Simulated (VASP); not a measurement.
Input for VASP

### INCAR
```
! general
SYSTEM=LiH
PREC  =Accurate
ENCUT =520
LREAL =.FALSE.   ! projection in real space or not
LASPH =.TRUE.   ! aspherical one-centre terms

! electronic loop
EDIFF =1E-6   ! SCF stop (eV)
NELM  =100   ! most electronic steps
ALGO  =Normal

! smearing
ISMEAR=0
SIGMA =0.05   ! width (eV)

! functional
GGA   =PE
IVDW  =13   ! D4

! ions
IBRION=2
NSW   =60   ! most ionic steps
ISIF  =3   ! ions, shape and volume
EDIFFG=-0.01   ! ionic stop

! output
LWAVE =.FALSE.
LCHARG=.FALSE.
```

KPOINTS:
```
Automatic
0
Gamma
 10 10 10
0 0 0
```

### POSCAR
```
LiH
1
    0.0000000000     2.0400000000     2.0400000000
    2.0400000000     0.0000000000     2.0400000000
    2.0400000000     2.0400000000     0.0000000000
Li H
1 1
Direct
  0.0000000000   0.0000000000   0.0000000000
  0.5000000000   0.5000000000   0.5000000000
```

POTCAR, in this order: Li_sv H (PBE.64 set). Program: vasp_std.

Task: Write an equivalent input for Ansatz.

Result: One equivalent input (not run):
Ansatz 0.2 input:
```yaml
crystal:
  lattice:
    - [0.0000000, 2.0400000, 2.0400000]
    - [2.0400000, 0.0000000, 2.0400000]
    - [2.0400000, 2.0400000, 0.0000000]
  atoms:
    - { symbol: Li, position: [0.0000000, 0.0000000, 0.0000000] }
    - { symbol: H, position: [0.5000000, 0.5000000, 0.5000000] }
kpoints:
  mp_grid: { grid: [10, 10, 10] }
hamiltonian:
  xc: pbe
  dispersion: d4
  pseudopotentials: { kind: paw }
scf:
  occupations: { method: gaussian, width: 0.05 }
  max_iter: 100
relax:
  max_steps: 60
  f_tol: 0.01
  cell: {}
output: { forces: true, stress: true, eigenvalues: true }
```
The two are equivalent in intent, not identical: each code has its own PAW files, so the cut-off isn't converted (ENCUT is set for VASP's; basis.ecutwfc is left out, and Ansatz then takes the one that its files recommend); Ansatz stops its SCF on the density residual and VASP on the energy change (EDIFF).

The compound is LiH in the rock salt structure. This run relaxes it. Symmetry was kept, so distortions that lower it aren't found.
